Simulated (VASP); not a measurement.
Output of a VASP run:

OSZICAR:
```
       N       E                     dE             d eps       ncg     rms          rms(c)
DAV:   1     0.375156043383E+02    0.37516E+02   -0.58577E+03  1880   0.968E+02
DAV:   2    -0.116618012885E+02   -0.49177E+02   -0.48437E+02  2353   0.220E+02
DAV:   3    -0.122663906025E+02   -0.60459E+00   -0.56852E+00  2202   0.244E+01
DAV:   4    -0.122695897208E+02   -0.31991E-02   -0.31898E-02  2109   0.158E+00
DAV:   5    -0.122696093392E+02   -0.19618E-04   -0.19617E-04  2143   0.105E-01    0.136E+01
DAV:   6    -0.120385166461E+02    0.23109E+00   -0.13150E-01  1942   0.446E+00    0.100E+01
DAV:   7    -0.119265408601E+02    0.11198E+00   -0.63622E-02  1977   0.301E+00    0.740E+00
DAV:   8    -0.118715942976E+02    0.54947E-01   -0.29764E-02  1963   0.202E+00    0.550E+00
DAV:   9    -0.118441406812E+02    0.27454E-01   -0.14209E-02  1969   0.137E+00    0.411E+00
DAV:  10    -0.118302805840E+02    0.13860E-01   -0.67364E-03  1964   0.934E-01    0.310E+00
DAV:  11    -0.118232047482E+02    0.70758E-02   -0.31930E-03  1975   0.634E-01    0.235E+00
DAV:  12    -0.118195406160E+02    0.36641E-02   -0.15073E-03  1960   0.430E-01    0.179E+00
DAV:  13    -0.118176116426E+02    0.19290E-02   -0.71247E-04  1961   0.291E-01    0.137E+00
DAV:  14    -0.118165780787E+02    0.10336E-02   -0.33711E-04  1961   0.197E-01    0.105E+00
DAV:  15    -0.118160144992E+02    0.56358E-03   -0.16029E-04  1955   0.134E-01    0.815E-01
DAV:  16    -0.118157021687E+02    0.31233E-03   -0.76680E-05  1955   0.908E-02    0.633E-01
DAV:  17    -0.118155266839E+02    0.17548E-03   -0.37019E-05  1950   0.618E-02    0.494E-01
DAV:  18    -0.118154270700E+02    0.99614E-04   -0.18096E-05  1955   0.424E-02    0.386E-01
DAV:  19    -0.118153701930E+02    0.56877E-04   -0.90006E-06  1952   0.294E-02    0.303E-01
DAV:  20    -0.118153377085E+02    0.32484E-04   -0.45653E-06  1961   0.207E-02    0.238E-01
DAV:  21    -0.118153192742E+02    0.18434E-04   -0.23684E-06  1885   0.149E-02    0.188E-01
DAV:  22    -0.118153089668E+02    0.10307E-04   -0.11623E-06  1126   0.110E-02    0.148E-01
DAV:  23    -0.118153033728E+02    0.55940E-05   -0.89364E-07  1077   0.103E-02    0.118E-01
DAV:  24    -0.118153005077E+02    0.28650E-05   -0.41886E-07   986   0.682E-03    0.933E-02
DAV:  25    -0.118152991839E+02    0.13238E-05   -0.24189E-07   955   0.520E-03    0.741E-02
DAV:  26    -0.118152987160E+02    0.46796E-06   -0.14063E-07   953   0.431E-03
   1 F= -.11815299E+02 E0= -.11815400E+02  d E =0.302558E-03
```

File OUTCAR:
```
------------------------ aborting loop because EDIFF is reached ----------------------------------------
  FORCE on cell =-STRESS in cart. coord.  units (eV):
  Direction    XX          YY          ZZ          XY          YZ          ZX
  --------------------------------------------------------------------------------------
  Total        0.4270604      0.4270604      0.4270604      0.0000000      0.0000000     -0.0000000
  in kB       38.0792204     38.0792204     38.0792204      0.0000000      0.0000000     -0.0000000
  external PRESSURE =      38.0792204 kB  Pullay stress =       0.0000000 kB
  volume of cell :       17.97
      direct lattice vectors                 reciprocal lattice vectors
    -1.650000000  1.650000000  1.650000000     0.000000000  0.303030303  0.303030303
     1.650000000 -1.650000000  1.650000000     0.303030303  0.000000000  0.303030303
     1.650000000  1.650000000 -1.650000000     0.303030303  0.303030303  0.000000000
 POSITION                                       TOTAL-FORCE (eV/Angst)
 -----------------------------------------------------------------------------------
      0.00000      0.00000      0.00000        -0.000000      0.000000     -0.000000
 -----------------------------------------------------------------------------------
    total drift:                                0.000000     -0.000000      0.000000
  FREE ENERGIE OF THE ION-ELECTRON SYSTEM (eV)
  ---------------------------------------------------
  free  energy   TOTEN  =       -11.8152987160 eV

  energy  without entropy=      -11.8156012737  energy(sigma->0) =      -11.81539957
```
(Selected blocks of OUTCAR.)

POSCAR:
```
Ta
1
   -1.6500000000     1.6500000000     1.6500000000
    1.6500000000    -1.6500000000     1.6500000000
    1.6500000000     1.6500000000    -1.6500000000
Ta
1
Direct
  0.0000000000   0.0000000000   0.0000000000
```

Q: Reconstruct the remaining input files.

A: Several could match; the one computed here: the input of the run itself, PBE GGA, plane waves, VASP's PBE PAW potentials (set 64).

KPOINTS:
```
K-points
0
gamma
14 14 14
0 0 0
```

**INCAR**
```
# general
SYSTEM =Ta
PREC   =Accurate
ENCUT  =400
LREAL  =.FALSE.
LASPH  =.TRUE.

# electronic loop
EDIFF  =1E-6
NELM   =100
ALGO   =Normal
IMIX   =1
AMIX   =0.2
BMIX   =0.0001
LMAXMIX=6

# smearing
ISMEAR =1
SIGMA  =0.1

# functional
GGA    =PE

# ions
ISIF   =2

# output
LWAVE  =.FALSE.
LCHARG =.FALSE.
```

POTCAR, in this order: Ta_pv (PBE.64 set). Program: vasp_std.

The compound is Ta in the bcc structure. The cell was not relaxed at this level. The run is one of a series of settings (AMIX = 0.2, BMIX = 0.0001, IMIX = 1 against the base run), some of them coarse on purpose.
